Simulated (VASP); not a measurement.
OSZICAR of a VASP run on HgTe (zinc blende):

**OSZICAR**
```
       N       E                     dE             d eps       ncg     rms          rms(c)
DAV:   1     0.103954693586E+03    0.10395E+03   -0.77847E+03   910   0.112E+03
DAV:   2     0.536781631984E+00   -0.10342E+03   -0.97429E+02  1000   0.255E+02
DAV:   3    -0.380702376738E+01   -0.43438E+01   -0.42912E+01  1115   0.548E+01
DAV:   4    -0.385143480590E+01   -0.44411E-01   -0.44404E-01  1246   0.506E+00
DAV:   5    -0.385162109103E+01   -0.18629E-03   -0.18628E-03  1090   0.289E-01    0.655E+00
DAV:   6    -0.365671106923E+01    0.19491E+00   -0.48117E-01  1045   0.969E+00    0.532E+00
DAV:   7    -0.365137977529E+01    0.53313E-02   -0.97404E-02   990   0.239E+00    0.208E+00
DAV:   8    -0.365089434914E+01    0.48543E-03   -0.92483E-03   965   0.127E+00    0.535E-01
DAV:   9    -0.365093646129E+01   -0.42112E-04   -0.81650E-04  1080   0.345E-01    0.107E-01
DAV:  10    -0.365096853902E+01   -0.32078E-04   -0.93436E-05  1026   0.955E-02    0.504E-02
DAV:  11    -0.365098319650E+01   -0.14657E-04   -0.30611E-05   970   0.443E-02    0.238E-02
DAV:  12    -0.365098226197E+01    0.93454E-06   -0.38552E-06  1085   0.153E-02
   1 F= -.36509823E+01 E0= -.36510833E+01  d E =-.365098E+01
```

**Question.** Which electronic solver shows in the log?

**Answer.** It is blocked Davidson (ALGO = Normal, or the opening steps of other solvers). The INCAR had ALGO = Normal.

**Question.** Can the final energy be trusted as converged?

**Answer.** The calculation finished and met its thresholds. It stopped with EDIFF = 1E-6, NELM = 100, NSW = 60 and EDIFFG = -0.01 after 1 ionic step (PBE GGA, plane waves, VASP's PBE PAW potentials (set 64)).

The compound is HgTe in the zinc blende structure. It was relaxed first, which changed the volume by +9 %. The start is the result of an earlier pass.
